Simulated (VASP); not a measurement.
Output of a VASP run:

OUTCAR:
```
 ion  position               nearest neighbor table
   1  0.333  0.667  0.330-   6 2.65   6 2.65   6 2.65   4 2.80
   2  0.667  0.333  0.670-   5 2.65   5 2.65   5 2.65   3 2.80
   3  0.667  0.333  0.830-   8 2.65   8 2.65   8 2.65   2 2.80
   4  0.333  0.667  0.170-   7 2.65   7 2.65   7 2.65   1 2.80
   5  0.333  0.667  0.597-   2 2.65   2 2.65   2 2.65
   6  0.667  0.333  0.403-   1 2.65   1 2.65   1 2.65
   7  0.667  0.333  0.097-   4 2.65   4 2.65   4 2.65
   8  0.333  0.667  0.903-   3 2.65   3 2.65   3 2.65
  LATTYP: Found a hexagonal cell.
 ALAT       =     4.0407549919
 C/A-ratio  =     4.3100362625
 Subroutine PRICEL returns:
 Original cell was already a primitive cell.
 Subroutine GETGRP returns: Found 24 space group operations
The static configuration has the point symmetry D_3d.
 The point group associated with its full space group is D_6h.
The dynamic configuration has the point symmetry D_3d.
 Subroutine INISYM returns: Found 24 space group operations
 Subroutine IBZKPT returns following result:
 Found     16 irreducible k-points:

 Following reciprocal coordinates:
            Coordinates               Weight
  0.000000  0.000000  0.000000      1.000000
  0.142857  0.000000  0.000000      6.000000
  0.285714  0.000000  0.000000      6.000000
  0.428571  0.000000  0.000000      6.000000
  0.142857  0.142857  0.000000      6.000000
  0.285714  0.142857  0.000000     12.000000
  0.428571  0.142857  0.000000      6.000000
  0.285714  0.285714  0.000000      6.000000
  0.000000  0.000000  0.500000      1.000000
  0.142857  0.000000  0.500000      6.000000
  0.285714  0.000000  0.500000      6.000000
  0.428571  0.000000  0.500000      6.000000
  0.142857  0.142857  0.500000      6.000000
  0.285714  0.142857  0.500000     12.000000
  0.428571  0.142857  0.500000      6.000000
  0.285714  0.285714  0.500000      6.000000
   k-points           NKPTS =     16   k-points in BZ     NKDIM =     16   number of bands    NBANDS=     45
   number of dos      NEDOS =    601   number of ions     NIONS =      8
   total plane-waves  NPLWV =  94080
   dimension x,y,z NGX =    28 NGY =   28 NGZ =  120
   dimension x,y,z NGXF=    56 NGYF=   56 NGZF=  240
   ions per type =               4   4
   PREC   = accura    normal or accurate (medium, high low for compatibility)
   ISTART =      0    job   : 0-new  1-cont  2-samecut
   ICHARG =      2    charge: 1-file 2-atom 10-const
   ISPIN  =      1    spin polarized calculation?
   LNONCOLLINEAR =      F non collinear calculations
   LSORBIT =      F    spin-orbit coupling
   INIWAV =      1    electr: 0-lowe 1-rand  2-diag
   ENCUT  =  400.0 eV  29.40 Ry    5.42 a.u.   6.59  6.59 28.40*2*pi/ulx,y,z
   NELM   =    100;   NELMIN=  2; NELMDL= -5     # of ELM steps
   EDIFF  = 0.1E-06   stopping-criterion for ELM
   LREAL  =      F    real-space projection
   NLSPLINE    = F    spline interpolate recip. space projectors
   LMAXMIX     =    4 max onsite mixed and CHGCAR
   VOSKOWN=      0    Vosko Wilk Nusair interpolation
   EDIFFG = 0.1E-05   stopping-criterion for IOM
   NSW    =      0    number of steps for IOM
   NBLOCK =      1;   KBLOCK =      1    inner block; outer block
   IBRION =     -1    ionic relax: 0-MD 1-quasi-New 2-CG
   NFREE  =      0    steps in history (QN), initial steepest desc. (CG)
   ISIF   =      2    stress and relaxation
   ISYM   =      2    0-nonsym 1-usesym 2-fastsym
   TEIN   =    0.0    initial temperature
   TEBEG  =    0.0;   TEEND  =   0.0 temperature during run
   SMASS  =  -3.00    Nose mass-parameter (am)
   PSTRESS=    0.0 pullay stress
   NELECT =      76.0000    total number of electrons
   EFERMI =   0.00;   METHOD = LEGACY
   ISMEAR =    -5;   SIGMA  =   0.20  broadening in eV -4-tet -1-fermi 0-gaus
   IALGO  =     38    algorithm
   LDIAG  =      T    sub-space diagonalisation (order eigenvalues)
   IMIX   =      4    mixing-type and parameters
     AMIX     =   0.40;   BMIX     =  1.00
     AMIX_MAG =   1.60;   BMIX_MAG =  1.00
     AMIN     =   0.10
...
```

### OSZICAR
```
...
DAV:  35    -0.152948330556E+03    0.27899E-02   -0.12557E-03  1592   0.283E-01    0.292E-01
DAV:  36    -0.152954744537E+03   -0.64140E-02   -0.19729E-03  1681   0.280E-01    0.228E-01
DAV:  37    -0.152954762821E+03   -0.18284E-04   -0.93711E-05  1916   0.632E-02    0.212E-01
DAV:  38    -0.152954861588E+03   -0.98767E-04   -0.78862E-06  1620   0.189E-02    0.209E-01
DAV:  39    -0.152954492007E+03    0.36958E-03   -0.15098E-04  1694   0.841E-02    0.218E-01
DAV:  40    -0.152954869023E+03   -0.37702E-03   -0.45805E-04  1694   0.143E-01    0.215E-01
DAV:  41    -0.152954799232E+03    0.69791E-04   -0.68929E-04  1766   0.161E-01    0.172E-01
DAV:  42    -0.152954742994E+03    0.56238E-04   -0.11895E-04  1981   0.561E-02    0.141E-01
DAV:  43    -0.152955052903E+03   -0.30991E-03   -0.14618E-04  1480   0.699E-02    0.114E-01
DAV:  44    -0.152955068538E+03   -0.15635E-04   -0.53823E-05  1800   0.593E-02    0.973E-02
DAV:  45    -0.152955069904E+03   -0.13667E-05   -0.13812E-04  1678   0.718E-02    0.729E-02
DAV:  46    -0.152955072047E+03   -0.21426E-05   -0.50164E-05  1470   0.390E-02    0.625E-02
DAV:  47    -0.152955077671E+03   -0.56243E-05   -0.12753E-05  1724   0.300E-02    0.614E-02
DAV:  48    -0.152955096342E+03   -0.18671E-04   -0.49150E-05  1909   0.625E-02    0.641E-02
DAV:  49    -0.152955045299E+03    0.51042E-04   -0.64006E-05  1742   0.523E-02    0.818E-02
DAV:  50    -0.152955055630E+03   -0.10331E-04   -0.10702E-05  1988   0.178E-02    0.928E-02
DAV:  51    -0.152955119865E+03   -0.64235E-04   -0.25080E-05  1640   0.305E-02    0.105E-01
DAV:  52    -0.152955102807E+03    0.17058E-04   -0.33158E-05  1614   0.381E-02    0.991E-02
DAV:  53    -0.152955109947E+03   -0.71400E-05   -0.58662E-06  1480   0.148E-02    0.962E-02
DAV:  54    -0.152955109512E+03    0.43462E-06   -0.71183E-06  1560   0.227E-02    0.861E-02
DAV:  55    -0.152955026801E+03    0.82712E-04   -0.25448E-05  1654   0.375E-02    0.767E-02
DAV:  56    -0.152955032178E+03   -0.53778E-05   -0.33188E-05  1598   0.370E-02    0.955E-02
DAV:  57    -0.152955062720E+03   -0.30542E-04   -0.37001E-06  1692   0.134E-02    0.895E-02
DAV:  58    -0.152955073413E+03   -0.10693E-04   -0.13392E-05  2041   0.239E-02    0.639E-02
DAV:  59    -0.152955082796E+03   -0.93828E-05   -0.65629E-06  1946   0.134E-02    0.450E-02
DAV:  60    -0.152955096316E+03   -0.13520E-04   -0.22918E-06  1636   0.914E-03    0.360E-02
DAV:  61    -0.152955103125E+03   -0.68087E-05   -0.43598E-06  1470   0.115E-02    0.338E-02
DAV:  62    -0.152955108318E+03   -0.51935E-05   -0.26182E-06  1637   0.129E-02    0.288E-02
DAV:  63    -0.152955107028E+03    0.12905E-05   -0.29538E-06  1490   0.932E-03    0.228E-02
DAV:  64    -0.152955110738E+03   -0.37103E-05   -0.46686E-06  1622   0.104E-02    0.162E-02
DAV:  65    -0.152955103495E+03    0.72432E-05   -0.58430E-06  1526   0.130E-02    0.720E-03
DAV:  66    -0.152955101071E+03    0.24242E-05   -0.21615E-06  1556   0.768E-03    0.387E-03
DAV:  67    -0.152955103815E+03   -0.27448E-05   -0.41696E-07  1298   0.388E-03    0.393E-03
DAV:  68    -0.152955104240E+03   -0.42459E-06   -0.36723E-08   882   0.173E-03    0.386E-03
DAV:  69    -0.152955104198E+03    0.42352E-07   -0.98678E-09   820   0.810E-04
   1 F= -.15295510E+03 E0= -.15295510E+03  d E =0.000000E+00
       N       E                     dE             ncg
       N       E                     dE             ncg
       N       E                     dE             ncg
       N       E                     dE             ncg
```

### OUTCAR
```
------------------------ aborting loop because EDIFF is reached ----------------------------------------
  FORCE on cell =-STRESS in cart. coord.  units (eV):
  Direction    XX          YY          ZZ          XY          YZ          ZX
  --------------------------------------------------------------------------------------
  Total        0.0486844      0.0486844     -0.0430483      0.0000000      0.0000000     -0.0000000
  in kB        0.3167389      0.3167389     -0.2800705      0.0000000      0.0000000     -0.0000000
  external PRESSURE =       0.1178024 kB  Pullay stress =       0.0000000 kB
  volume of cell :      246.26
      direct lattice vectors                 reciprocal lattice vectors
     4.040754992  0.000000000  0.000000000     0.247478504  0.142881775  0.000000000
    -2.020377496  3.499396618  0.000000000     0.000000000  0.285763550  0.000000000
     0.000000000  0.000000000 17.415800543     0.000000000  0.000000000  0.057419123
 POSITION                                       TOTAL-FORCE (eV/Angst)
 -----------------------------------------------------------------------------------
     -0.00000      2.33293      5.75360        -0.000000      0.000000     -0.004279
      2.02038      1.16646     11.66220        -0.000000      0.000000      0.004279
      2.02038      1.16646     14.46150         0.000000      0.000000     -0.004279
     -0.00000      2.33293      2.95430         0.000000     -0.000000      0.004279
     -0.00000      2.33293     10.40025         0.000000      0.000000     -0.000758
      2.02038      1.16646      7.01555        -0.000000      0.000000      0.000758
      2.02038      1.16646      1.69235        -0.000000     -0.000000     -0.000758
     -0.00000      2.33293     15.72345         0.000000      0.000000      0.000758
 -----------------------------------------------------------------------------------
    total drift:                               -0.002092      0.001208     -0.000637
  FREE ENERGIE OF THE ION-ELECTRON SYSTEM (eV)
  ---------------------------------------------------
  free  energy   TOTEN  =      -152.9551041976 eV

  energy  without entropy=     -152.9551041976  energy(sigma->0) =     -152.95510420

 total charge

# of ion       s       p       d       tot
------------------------------------------
    1        0.848   0.689   9.884  11.421
    2        0.848   0.689   9.884  11.421
    3        0.848   0.689   9.884  11.421
    4        0.848   0.689   9.884  11.421
    5        1.466   2.386   0.022   3.874
    6        1.466   2.386   0.022   3.874
    7        1.466   2.386   0.022   3.874
    8        1.466   2.386   0.022   3.874
--------------------------------------------------
tot          9.253  12.303  39.624  61.180
```
(Selected blocks of OUTCAR.)

File POSCAR:
```
InSe
1
    4.0407549919     0.0000000000    -0.0000000000
   -2.0203774959     3.4993966181    -0.0000000000
   -0.0000000000     0.0000000000    17.4158005431
In Se
4 4
Direct
  0.3333330000   0.6666670000   0.3303664366
  0.6666670000   0.3333330000   0.6696335634
  0.6666670000   0.3333330000   0.8303664366
  0.3333330000   0.6666670000   0.1696335634
  0.3333330000   0.6666670000   0.5971730292
  0.6666670000   0.3333330000   0.4028269708
  0.6666670000   0.3333330000   0.0971730292
  0.3333330000   0.6666670000   0.9028269708
```

Problem. Reconstruct the remaining input files.

Solution. Several could match; the one computed here: the input of the run itself, r2SCAN meta-GGA, plane waves, VASP's PBE PAW potentials (set 64).

INCAR:
```
SYSTEM = InSe
PREC = Accurate
ENCUT = 400
EDIFF = 1E-7
NELM = 100
ALGO = Normal
LREAL = .FALSE.
LASPH = .TRUE.
ISMEAR = -5
METAGGA = R2SCAN
LMIXTAU = .TRUE.
LMAXMIX = 4
LWAVE = .FALSE.
LCHARG = .FALSE.
LORBIT = 11
NEDOS = 601
ISIF = 2
LEFG = .TRUE.
```

**KPOINTS_OPT**
```
k-points along high-symmetry lines
6
Line-mode
Reciprocal
  0.000000   0.000000   0.000000 ! GAMMA
  0.500000   0.000000   0.000000 ! M

  0.500000   0.000000   0.000000 ! M
  0.333333   0.333333   0.000000 ! K

  0.333333   0.333333   0.000000 ! K
  0.000000   0.000000   0.000000 ! GAMMA

  0.000000   0.000000   0.000000 ! GAMMA
  0.000000   0.000000   0.500000 ! A

  0.000000   0.000000   0.500000 ! A
  0.500000   0.000000   0.500000 ! L

  0.500000   0.000000   0.500000 ! L
  0.333333   0.333333   0.500000 ! H

  0.333333   0.333333   0.500000 ! H
  0.000000   0.000000   0.500000 ! A

  0.500000   0.000000   0.500000 ! L
  0.500000   0.000000   0.000000 ! M

  0.333333   0.333333   0.500000 ! H
  0.333333   0.333333   0.000000 ! K
```

KPOINTS:
```
K-points
0
gamma
  7 7 2
0 0 0
```

POTCAR, in this order: In_d Se (PBE.64 set). Program: vasp_std.

The structure comes from a computed database's InSe entry (P6_3/mmc), a phase known from measurement. It was relaxed first.
